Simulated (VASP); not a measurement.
Consider the following.

```
CELL_PARAMETERS angstrom
      1.59671    -2.76559     0.00000
      1.59671     2.76559     0.00000
      0.00000     0.00000    12.46609
ATOMIC_POSITIONS crystal
  Mo 0.33333 0.66667 0.25000
  Mo 0.66667 0.33333 0.75000
  S  0.33333 0.66667 0.87593
  S  0.66667 0.33333 0.37593
  S  0.66667 0.33333 0.12407
  S  0.33333 0.66667 0.62407
```

These are optB88-vdW, VASP's PBE PAW potentials (set 64) (plane waves; VASP) values and carry that method's errors. Run with 520 eV cut-off, Gaussian smearing of 0.050 eV, potentials Mo_sv S.

Question: Estimate the band gap (along the path) with the smallest direct gap where there is one.

Answer: 
```json
{
  "band gap (along the path)": "0.91 eV",
  "smallest direct gap (along the path)": "1.60 eV"
}
```

Only differences to runs with the same potentials and settings are physical.

The compound is MoS2 in the 2H layered structure. It was relaxed first.
